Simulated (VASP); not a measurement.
Given:

```
CELL_PARAMETERS angstrom
      4.39706     0.00000     0.00000
     -2.19853     3.80797     0.00000
      0.00000     0.00000     2.46472
ATOMIC_POSITIONS crystal
  P  0.00000 0.00000 0.00000
  P  0.33333 0.66667 0.50000
  P  0.66667 0.33333 0.50000
```

These are PBEsol GGA, VASP's PBE PAW potentials (set 64) (plane waves; VASP) values and carry that method's errors. Run with 400 eV cut-off, Gaussian smearing of 0.050 eV, potentials P.

Q: Give the energies of bands 3 to 10 at the high-symmetry points, in eV from the Fermi level.

A: 
```tsv
band	Γ	M	K	A	L	H
3	-9.22	-10.77	-13.64	-3.94	-8.62	-8.20
4	-6.16	-8.38	-4.25	-3.66	-7.65	-7.68
5	-6.16	-1.31	-3.94	-3.59	-5.28	-6.93
6	-5.92	-1.08	-3.94	-3.47	-4.69	-6.93
7	-5.92	0.50	3.09	-2.60	-3.90	-0.73
8	4.24	0.84	3.09	-2.60	-1.84	1.13
9	6.71	2.59	3.60	-0.70	2.26	1.13
10	6.71	6.11	6.67	-0.70	2.85	1.37
```

It has no gap at this level: it comes out as a metal or semimetal.

The structure was generated: P was put into the omega type (P6/mmm), which need not be its known phase. It was relaxed first. VASP warned that the highest band is occupied, so more bands are needed.
